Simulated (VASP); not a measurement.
Output of a VASP run:

### OSZICAR
```
...
RMM:   7    -0.250167505424E+03    0.27844E-05   -0.28364E-05   433   0.892E-03
   8 F= -.25016751E+03 E0= -.25016738E+03  d E =-.369882E-01  mag=     3.0000
       N       E                     dE             d eps       ncg     rms          rms(c)
DAV:   1    -0.250176735366E+03   -0.92272E-02   -0.10369E+00   672   0.170E+00    0.320E-01
RMM:   2    -0.250181919563E+03   -0.51842E-02   -0.59767E-02   640   0.396E-01    0.135E-01
RMM:   3    -0.250182973575E+03   -0.10540E-02   -0.97585E-03   669   0.163E-01    0.136E-01
RMM:   4    -0.250182975176E+03   -0.16010E-05   -0.12016E-03   658   0.615E-02    0.895E-02
RMM:   5    -0.250182955310E+03    0.19865E-04   -0.47928E-04   643   0.365E-02    0.300E-02
RMM:   6    -0.250182962714E+03   -0.74033E-05   -0.95659E-05   597   0.173E-02
   9 F= -.25018296E+03 E0= -.25018277E+03  d E =-.154573E-01  mag=     3.0000
       N       E                     dE             d eps       ncg     rms          rms(c)
DAV:   1    -0.250181642526E+03    0.13128E-02   -0.77368E-01   704   0.147E+00    0.279E-01
RMM:   2    -0.250185548561E+03   -0.39060E-02   -0.45393E-02   640   0.345E-01    0.120E-01
RMM:   3    -0.250186363359E+03   -0.81480E-03   -0.74926E-03   673   0.142E-01    0.120E-01
RMM:   4    -0.250186364583E+03   -0.12237E-05   -0.90776E-04   656   0.537E-02    0.777E-02
RMM:   5    -0.250186354898E+03    0.96850E-05   -0.35881E-04   643   0.316E-02    0.263E-02
RMM:   6    -0.250186360322E+03   -0.54233E-05   -0.74672E-05   544   0.150E-02
  10 F= -.25018636E+03 E0= -.25018610E+03  d E =-.188549E-01  mag=     3.0000
       N       E                     dE             d eps       ncg     rms          rms(c)
DAV:   1    -0.250187884468E+03   -0.15296E-02   -0.82375E-01   640   0.149E+00    0.276E-01
RMM:   2    -0.250192107274E+03   -0.42228E-02   -0.48024E-02   640   0.346E-01    0.103E-01
RMM:   3    -0.250192955085E+03   -0.84781E-03   -0.78200E-03   676   0.141E-01    0.963E-02
RMM:   4    -0.250192945008E+03    0.10078E-04   -0.93913E-04   657   0.526E-02    0.684E-02
RMM:   5    -0.250192926645E+03    0.18363E-04   -0.35926E-04   644   0.308E-02    0.252E-02
RMM:   6    -0.250192932234E+03   -0.55893E-05   -0.69070E-05   512   0.143E-02
  11 F= -.25019293E+03 E0= -.25019252E+03  d E =-.657191E-02  mag=     3.0000
       N       E                     dE             d eps       ncg     rms          rms(c)
DAV:   1    -0.250192734339E+03    0.19231E-03   -0.87760E-02   720   0.485E-01    0.902E-02
RMM:   2    -0.250193192305E+03   -0.45797E-03   -0.52857E-03   640   0.114E-01    0.363E-02
RMM:   3    -0.250193289210E+03   -0.96905E-04   -0.88972E-04   679   0.473E-02    0.334E-02
RMM:   4    -0.250193287382E+03    0.18275E-05   -0.10570E-04   524   0.177E-02    0.231E-02
RMM:   5    -0.250193285498E+03    0.18841E-05   -0.39310E-05   454   0.102E-02
  12 F= -.25019329E+03 E0= -.25019281E+03  d E =-.692518E-02  mag=     3.0000
       N       E                     dE             d eps       ncg     rms          rms(c)
DAV:   1    -0.250194880045E+03   -0.15927E-02   -0.17794E-01   672   0.768E-01    0.155E-01
RMM:   2    -0.250195810268E+03   -0.93022E-03   -0.11695E-02   640   0.194E-01    0.572E-02
RMM:   3    -0.250195992694E+03   -0.18243E-03   -0.19609E-03   680   0.787E-02    0.397E-02
RMM:   4    -0.250195985271E+03    0.74231E-05   -0.21832E-04   646   0.290E-02    0.220E-02
RMM:   5    -0.250195986876E+03   -0.16050E-05   -0.65976E-05   558   0.148E-02
  13 F= -.25019599E+03 E0= -.25019551E+03  d E =-.270138E-02  mag=     3.0000
```

### OUTCAR
```
------------------------ aborting loop because EDIFF is reached ----------------------------------------
  FORCE on cell =-STRESS in cart. coord.  units (eV):
  Direction    XX          YY          ZZ          XY          YZ          ZX
  --------------------------------------------------------------------------------------
  Total       15.6690404     15.6943798     15.6460680      1.0961462      1.1366625      1.0944455
  in kB       16.4113979     16.4379379     16.3873372      1.1480787      1.1905146      1.1462975
  external PRESSURE =      16.4122243 kB  Pullay stress =       0.0000000 kB
  volume of cell :     1529.70
      direct lattice vectors                 reciprocal lattice vectors
    11.522210421  0.000000000  0.000000000     0.086788903  0.000000000  0.000000000
     0.000000000 11.522210421  0.000000000     0.000000000  0.086788903  0.000000000
     0.000000000  0.000000000 11.522210421     0.000000000  0.000000000  0.086788903
  FREE ENERGIE OF THE ION-ELECTRON SYSTEM (eV)
  ---------------------------------------------------
  free  energy   TOTEN  =      -250.1959868760 eV

  energy  without entropy=     -250.1950380520  energy(sigma->0) =     -250.19551246

 total charge

# of ion       s       p       d       tot
------------------------------------------
    1        1.078   1.130   0.122   2.329
    2        1.080   1.120   0.121   2.320
    3        1.080   1.119   0.120   2.319
    4        1.077   1.139   0.125   2.341
    5        1.078   1.131   0.122   2.330
    6        1.080   1.118   0.120   2.319
    7        1.075   1.139   0.124   2.339
    8        1.078   1.130   0.122   2.329
    9        1.077   1.126   0.122   2.325
   10        1.080   1.118   0.120   2.319
   11        1.077   1.126   0.122   2.326
   12        1.075   1.139   0.124   2.339
   13        1.075   1.140   0.124   2.339
   14        1.077   1.139   0.125   2.341
   15        1.081   1.134   0.124   2.338
   16        1.080   1.119   0.120   2.320
   17        1.081   1.134   0.124   2.338
   18        1.075   1.140   0.124   2.339
   19        1.080   1.119   0.121   2.320
   20        1.077   1.126   0.122   2.325
   21        1.078   1.132   0.124   2.334
   22        1.077   1.140   0.125   2.341
   23        1.081   1.134   0.124   2.339
   24        1.078   1.132   0.124   2.334
   25        1.078   1.134   0.123   2.335
   26        1.078   1.133   0.124   2.335
   27        1.075   1.140   0.124   2.339
   28        1.078   1.135   0.124   2.337
   29        1.075   1.140   0.124   2.340
   30        1.078   1.134   0.123   2.335
   31        1.081   1.134   0.123   2.338
   32        1.251   1.495   0.022   2.767
   33        1.212   1.584   0.024   2.820
   34        1.212   1.584   0.024   2.820
   35        1.212   1.585   0.024   2.821
   36        1.251   1.495   0.022   2.767
   37        1.212   1.584   0.024   2.820
   38        1.214   1.575   0.024   2.812
   39        1.251   1.494   0.022   2.767
   40        1.210   1.584   0.024   2.819
   41        1.212   1.584   0.024   2.820
   42        1.210   1.584   0.024   2.819
   43        1.213   1.575   0.024   2.812
   44        1.213   1.575   0.024   2.812
   45        1.212   1.585   0.024   2.820
   46        1.212   1.584   0.024   2.820
   47        1.212   1.584   0.024   2.820
   48        1.212   1.584   0.024   2.820
...
```
(Selected blocks of OUTCAR.)

**POSCAR**
```
Ga31As31Te
1
   11.5222104212    -0.0000000000    -0.0000000000
   -0.0000000000    11.5222104212     0.0000000000
    0.0000000000     0.0000000000    11.5222104212
Ga As Te
31 31 1
Direct
  0.5000000000   0.0000000000   0.0000000000
  0.7500000000   0.2500000000   0.0000000000
  0.7500000000   0.0000000000   0.2500000000
  0.0000000000   0.0000000000   0.0000000000
  0.2500000000   0.2500000000   0.0000000000
  0.5000000000   0.5000000000   0.0000000000
  0.7500000000   0.7500000000   0.0000000000
  0.2500000000   0.0000000000   0.2500000000
  0.7500000000   0.5000000000   0.2500000000
  0.5000000000   0.0000000000   0.5000000000
  0.7500000000   0.2500000000   0.5000000000
  0.7500000000   0.0000000000   0.7500000000
  0.0000000000   0.5000000000   0.0000000000
  0.2500000000   0.7500000000   0.0000000000
  0.0000000000   0.2500000000   0.2500000000
  0.2500000000   0.5000000000   0.2500000000
  0.5000000000   0.7500000000   0.2500000000
  0.0000000000   0.0000000000   0.5000000000
  0.2500000000   0.2500000000   0.5000000000
  0.5000000000   0.5000000000   0.5000000000
  0.7500000000   0.7500000000   0.5000000000
  0.2500000000   0.0000000000   0.7500000000
  0.5000000000   0.2500000000   0.7500000000
  0.7500000000   0.5000000000   0.7500000000
  0.0000000000   0.7500000000   0.2500000000
  0.0000000000   0.5000000000   0.5000000000
  0.2500000000   0.7500000000   0.5000000000
  0.0000000000   0.2500000000   0.7500000000
  0.2500000000   0.5000000000   0.7500000000
  0.5000000000   0.7500000000   0.7500000000
  0.0000000000   0.7500000000   0.7500000000
  0.6260480000   0.1214450000   0.1260630000
  0.8750000000   0.3750000000   0.1250000000
  0.8750000000   0.1250000000   0.3750000000
  0.1250000000   0.1250000000   0.1250000000
  0.3777300000   0.3775350000   0.1240700000
  0.6250000000   0.6250000000   0.1250000000
  0.8750000000   0.8750000000   0.1250000000
  0.3785540000   0.1216630000   0.3719680000
  0.8750000000   0.6250000000   0.3750000000
  0.6250000000   0.1250000000   0.6250000000
  0.8750000000   0.3750000000   0.6250000000
  0.8750000000   0.1250000000   0.8750000000
  0.1250000000   0.6250000000   0.1250000000
  0.3750000000   0.8750000000   0.1250000000
  0.1250000000   0.3750000000   0.3750000000
  0.3750000000   0.6250000000   0.3750000000
  0.6250000000   0.8750000000   0.3750000000
  0.1250000000   0.1250000000   0.6250000000
  0.3750000000   0.3750000000   0.6250000000
  0.6250000000   0.6250000000   0.6250000000
  0.8750000000   0.8750000000   0.6250000000
  0.3750000000   0.1250000000   0.8750000000
  0.6250000000   0.3750000000   0.8750000000
  0.8750000000   0.6250000000   0.8750000000
  0.1250000000   0.8750000000   0.3750000000
  0.1250000000   0.6250000000   0.6250000000
  0.3750000000   0.8750000000   0.6250000000
  0.1250000000   0.3750000000   0.8750000000
  0.3750000000   0.6250000000   0.8750000000
  0.6250000000   0.8750000000   0.8750000000
  0.1250000000   0.8750000000   0.8750000000
  0.6275430000   0.3764600000   0.3769490000
```

Q: Reconstruct the remaining input files.

A: This is not unique; one that fits is the input of the run itself, PBE GGA, plane waves, VASP's PBE PAW potentials (set 64).

### KPOINTS
```
Automatic mesh
0
Gamma
1 1 1
0 0 0
```

### INCAR
```
SYSTEM = Ga31As31Te
PREC = Normal
ENCUT = 400
EDIFF = 1E-5
NELM = 100
ALGO = Fast
LREAL = Auto
LASPH = .TRUE.
ISMEAR = 0
SIGMA = 0.05
GGA = PE
LMAXMIX = 4
LWAVE = .TRUE.
LCHARG = .FALSE.
NELMIN = 4
ISYM = 0
NELECT = 255.0
ISPIN = 2
NUPDOWN = 3
MAGMOM = 63*0.0476
LORBIT = 10
IBRION = 2
ISIF = 2
NSW = 70
EDIFFG = -0.03
```

POTCAR, in this order: Ga As Te (PBE.64 set). Program: vasp_gam.

The cell is charged, with a uniform compensating background. The supercell is sampled at Γ alone, which is coarse: total energies, pressure and levels can be off, energies of defects by several tenths of an eV.

The cell is a supercell with a defect, built from GaAs (zinc blende): Te_As-vac_Ga, charge -1.
